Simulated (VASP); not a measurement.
Input:

```yaml
crystal:
  lattice:
    - [0.00000, 3.44124, 3.44124]
    - [3.44124, 0.00000, 3.44124]
    - [3.44124, 3.44124, 0.00000]
  atoms:
    - { symbol: As, position: [0.00000, 0.00000, 0.00000] }
    - { symbol: Au, position: [0.50000, 0.50000, 0.50000] }
    - { symbol: Au, position: [0.25000, 0.25000, 0.25000] }
    - { symbol: Au, position: [0.75000, 0.75000, 0.75000] }
```

Computed with PBE GGA, VASP's PBE PAW potentials (set 64) (plane waves; VASP). Run with 400 eV cut-off, 5×5×5 Γ-centred mesh, Gaussian smearing of 0.050 eV, potentials As Au.

### Question
Give the stress tensor in GPa (positive for a compressed cell).

### Answer

```
-8.43   0.00   0.00
 0.00  -8.43   0.00
 0.00   0.00  -8.43
```
The pressure is its mean diagonal, -8.43 GPa.

The structure was generated: AsAu3 was put into the D03 type (Fm-3m), which need not be its known phase. The cell was not relaxed at this level. The k-mesh is coarse (spacing up to 0.32 per Å, 2π included), so the numbers may not be converged in it.
